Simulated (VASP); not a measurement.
Consider the following.

```xyz
2
Lattice="2.8418 0.0000 0.0000 0.0000 2.8418 0.0000 0.0000 0.0000 2.8418" Properties=species:S:1:pos:R:3 pbc="T T T"
Ga     1.4209     1.4209     1.4209
Co     0.0000     0.0000     0.0000
```

Calculation: r2SCAN meta-GGA, VASP's PBE PAW potentials (set 64) (plane waves; VASP 6.6.1). Numerical set-up: 480 eV cut-off, 12×12×12 Γ-centred mesh, first-order Methfessel-Paxton smearing of 0.10 eV, potentials Ga_d Co.

Each row applies one change to this cell, which was relaxed at other settings and keeps the small stress of the first row; at a fixed cut-off the stress holds a Pulay part, so it need not integrate to ΔE exactly. Stress is in GPa, positive when the cell is compressed.

| change | ΔE (meV/atom) | σxx | σyy | σzz | largest shear component, with its sign (GPa) | largest force (eV/Å) |
|---|---|---|---|---|---|---|
| none | 0.0 | 0.52 | 0.52 | 0.52 | 0.00 | 0.000 |
| uniaxial strain of +1.0 % along y | 0.5 | -1.21 | -1.86 | -1.21 | 0.00 | 0.000 |
| atom 1 (Ga) moved by -0.100 Å along z | ? | ? | ? | ? | ? | ? |
| isotropic strain of -3.0 % | ? | ? | ? | ? | ? | ? |
| biaxial strain of +0.5 % in the xy plane | 0.4 | -1.68 | -1.68 | -1.13 | 0.00 | 0.000 |

**Question.** What belongs in the gaps?

**Answer.** 
- isotropic strain of -3.0 %, ΔE (meV/atom): 69.6
- isotropic strain of -3.0 %, σxx: 23.56
- isotropic strain of -3.0 %, σyy: 23.56
- isotropic strain of -3.0 %, σzz: 23.56
- isotropic strain of -3.0 %, largest shear component, with its sign (GPa): 0.00
- isotropic strain of -3.0 %, largest force (eV/Å): 0.000
- atom 1 (Ga) moved by -0.100 Å along z, ΔE (meV/atom): 17.9
- atom 1 (Ga) moved by -0.100 Å along z, σxx: 1.67
- atom 1 (Ga) moved by -0.100 Å along z, σyy: 1.67
- atom 1 (Ga) moved by -0.100 Å along z, σzz: 1.08
- atom 1 (Ga) moved by -0.100 Å along z, largest shear component, with its sign (GPa): 0.00
- atom 1 (Ga) moved by -0.100 Å along z, largest force (eV/Å): 0.715

Failed runs are left out, and for metals the shear rows, which the mesh's noise covers.

The compound is CoGa in the CsCl type structure. The run is not spin-polarised, so no magnetic state was tried.
